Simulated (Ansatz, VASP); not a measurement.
## Two plane-wave programs on MgCdO

```
Mg Cd O
1.0
     3.61227    0.00000    0.00000
     0.00000    3.61227    0.00000
     0.00000    0.00000    6.21137
Mg Cd O
2 2 2
Cartesian
  0.0000 1.8061 3.8993
  1.8061 0.0000 2.3121
  0.0000 1.8061 1.0365
  1.8061 0.0000 5.1749
  0.0000 0.0000 0.0000
  1.8061 1.8061 0.0000
```

Change from the starting cell: species swapped into the DyClO type (P4/nmm, No. 129).

Alike in both runs: task single point; functional PBE; k mesh 6 × 6 × 4; occupations gaussian, width 0.1 eV; no spin polarisation.

```csv
,VASP,Ansatz
version,VASP 6.6.1,Ansatz 0.2.0
potentials or method,"VASP PAW PBE potentials, release 64 (Mg, Cd, O)","scalar-relativistic, plane waves, PAW"
plane-wave cutoff (eV),520,420
valence electrons in the cell,40,72
```

```tsv
	VASP	Ansatz	Ansatz less VASP
gap on the k mesh at the Fermi level (eV)	none	none	-
rms of the force components (eV/Å)	1.210	1.087	-0.1226
```

Atom by atom the forces differ by 0.124 eV/Å (rms over components). A gap of «none» marks a metal or a gap that the smearing closes. The two sets of potentials don't hold the same shells in valence.

Caveats: forces of over 1 eV/Å show positions far from the minimum, so gaps and moduli don't describe the material at rest.
